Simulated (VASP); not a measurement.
Data:

```
Zn
1.0
    1.33231    -2.30764     0.00000
    1.33231     2.30764     0.00000
    0.00000     0.00000     4.95704
Zn
2
Direct
  0.33333   0.66667   0.25000
  0.66667   0.33333   0.75000
```

All values below come from optB88-vdW, VASP's PBE PAW potentials (set 64) (plane waves; VASP). Settings: 520 eV cut-off, Gaussian smearing of 0.050 eV, potentials Zn.

Q: Give the energies of bands 11 to 15 at the high-symmetry points, in eV from the Fermi level.

A: 
```csv
band,Γ,M,K,A,L,H
11,-7.25,-2.76,-0.02,-7.33,-1.79,0.99
12,-3.52,-2.19,-0.02,-7.33,-1.79,0.99
13,-3.19,2.53,0.24,4.54,0.03,1.89
14,13.42,3.56,4.93,4.54,0.03,1.89
15,17.27,3.90,5.91,18.52,10.01,2.00
```

It has no gap at this level: it comes out as a metal or semimetal.

The compound is Zn in the hcp structure. It was relaxed first.
